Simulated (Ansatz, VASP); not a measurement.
Given: the input of a run of Ansatz 0.2.0 on AlHg.

File input.yaml:

```yaml
crystal:
  lattice:
    - [0.0, 3.06853, 3.06853]
    - [3.06853, 0.0, 3.06853]
    - [3.06853, 3.06853, 0.0]
  atoms:
    - { symbol: Al, position: [0.0, 0.0, 0.0] }
    - { symbol: Hg, position: [0.75, 0.75, 0.75] }
hamiltonian:
  xc: pbe
  pseudopotentials: { kind: paw }
kpoints:
  mp_grid: { grid: [8, 8, 8] }
scf:
  occupations: { method: fermi_dirac, width: 0.05 }
output:
  forces: true
  stress: true
  eigenvalues: true
relax:
  f_tol: 0.01
  max_steps: 40
  cell: { stress_tol: 0.05 }
```

Potentials or basis: Ansatz PAW.

The run is started by

```console
$ ansatz run input.yaml --threads 2 --pin off --max-ram 5632MiB --backend cpu --events-out ev --progress --plain --runs-dir out
```

Task: Set up the same calculation for VASP 6.6.1. Potentials there: VASP PAW PBE potentials, release 64 (Al, Hg).

Result: As run (the cutoff follows the program's own potentials):

INCAR

```
SYSTEM = AlHg
PREC = Accurate
ENCUT = 600
EDIFF = 1E-6
ISMEAR = -1
SIGMA = 0.05
LREAL = .FALSE.
LASPH = .TRUE.
NELM = 100
ALGO = Fast
ISIF = 3
LWAVE = .FALSE.
LCHARG = .FALSE.
GGA = PE
IBRION = 2
NSW = 60
EDIFFG = -0.005
```

KPOINTS

```
Automatic mesh
0
G
  8 8 8
  0 0 0
```

File POSCAR:

```
AlHg
1.0
    0.0000000000      3.0685300000      3.0685300000
    3.0685300000      0.0000000000      3.0685300000
    3.0685300000      3.0685300000      0.0000000000
Al Hg
1 1
Direct
    0.0000000000      0.0000000000      0.0000000000
    0.7500000000      0.7500000000      0.7500000000
```

Potentials or basis: VASP PAW PBE potentials, release 64 (Al, Hg).

Run with:

```console
$ cat potpaw_PBE.64/Al/POTCAR potpaw_PBE.64/Hg/POTCAR > POTCAR
$ mpirun -np 1 vasp_std > vasp.out
```

Both were run:

|  | VASP | Ansatz | Ansatz less VASP |
| --- | --- | --- | --- |
| gap on the k mesh at the Fermi level, each at its own relaxed structure (eV) | none | none | - |
| relaxed volume (Å³/atom) | 28.96 | 28.89 | -0.069 |
| relaxed cell length with the largest relative difference (Å) | 4.343 | 4.340 | -0.0035 |

A gap of «none» marks a metal or a gap that the smearing closes. The two sets of potentials don't hold the same shells in valence.

Caveats: the plane-wave basis is chosen anew once the cell has moved, so the energies of steps on either side of that aren't comparable (Ansatz). Spin-orbit coupling is left out, which matters for the levels of Hg.
